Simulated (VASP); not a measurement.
Data:

```yaml
crystal:
  lattice:
    - [2.91451, 0.00000, 0.00000]
    - [0.00000, 2.91451, 0.00000]
    - [0.00000, 0.00000, 2.91451]
  atoms:
    - { symbol: Si, position: [0.50000, 0.50000, 0.50000] }
    - { symbol: Ru, position: [0.00000, 0.00000, 0.00000] }
```

Computed with r2SCAN meta-GGA, VASP's PBE PAW potentials (set 64) (plane waves; VASP 6.6.1). Numerical set-up: 530 eV cut-off, 11×11×11 Γ-centred mesh, first-order Methfessel-Paxton smearing of 0.10 eV, potentials Si Ru_pv.

Finite-difference elastic constants of metals are sensitive to mesh and smearing; shear constants can be off by tens of GPa.

Question: Give the elastic stiffness tensor with the ions relaxed (GPa, in the frame of the cell).

Answer: 
```json
[
 {"": "xx", "xx": "557", "yy": "155", "zz": "155", "yz": "0.0", "xz": "0.0", "xy": "0.0"},
 {"": "yy", "xx": "155", "yy": "557", "zz": "155", "yz": "0.0", "xz": "0.0", "xy": "0.0"},
 {"": "zz", "xx": "155", "yy": "155", "zz": "557", "yz": "0.0", "xz": "0.0", "xy": "0.0"},
 {"": "yz", "xx": "0.0", "yy": "0.0", "zz": "0.0", "yz": "98.4", "xz": "0.0", "xy": "0.0"},
 {"": "xz", "xx": "0.0", "yy": "0.0", "zz": "0.0", "yz": "0.0", "xz": "98.4", "xy": "0.0"},
 {"": "xy", "xx": "0.0", "yy": "0.0", "zz": "0.0", "yz": "0.0", "xz": "0.0", "xy": "98.4"}
]
```

Question: Predict the Hill bulk modulus, Hill shear modulus, Young's modulus, Poisson's ratio.

Answer: 
```yaml
hill_bulk_modulus: 289 GPa
hill_shear_modulus: 132 GPa
Young's modulus: 343 GPa
Poisson's ratio: 0.302
```

The structure comes from a computed database's SiRu entry (Pm-3m); how it stands against other phases isn't given here. It was relaxed first.
